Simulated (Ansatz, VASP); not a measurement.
# Two plane-wave programs on CsCu6

```
CELL_PARAMETERS angstrom
5.75499 0.00000 0.00000
0.00000 5.75499 0.00000
0.00000 0.00000 5.75499
ATOMIC_POSITIONS crystal
Cs 0.00000 0.00000 0.00000
Cu 0.20122 0.50000 0.50000
Cu 0.50000 0.20122 0.50000
Cu 0.79878 0.50000 0.50000
Cu 0.50000 0.79878 0.50000
Cu 0.50000 0.50000 0.20122
Cu 0.50000 0.50000 0.79878
```

Change from the starting cell: species swapped into the YbB6 type (Pm-3m, No. 221).

Alike in both runs: functional PBE; k mesh 4 × 4 × 4; occupations gaussian, width 0.1 eV; no spin polarisation.

Ansatz relaxed the structure, and its values are those at the end. VASP's run is a single point on that final structure, the one shown.

|  | VASP | Ansatz |
| --- | --- | --- |
| version | VASP 6.6.1 | Ansatz 0.2.0 |
| potentials or method | VASP PAW PBE potentials, release 64 (Cs_sv, Cu) | scalar-relativistic, plane waves, PAW |
| plane-wave cutoff (eV) | 520 | 420 |
| valence electrons in the cell | 75 | 123 |

|  | VASP | Ansatz | Ansatz less VASP |
| --- | --- | --- | --- |
| gap on the k mesh at the Fermi level (eV) | none | none | - |
| pressure (GPa) | 0.2 | 0.0 | -0.16 |
| rms of the force components (eV/Å) | 0.003 | 0.004 | +0.0007 |

A gap of «none» marks a metal or a gap that the smearing closes. The two sets of potentials don't hold the same shells in valence.

Spin-orbit coupling is left out, which matters for the levels of Cs.
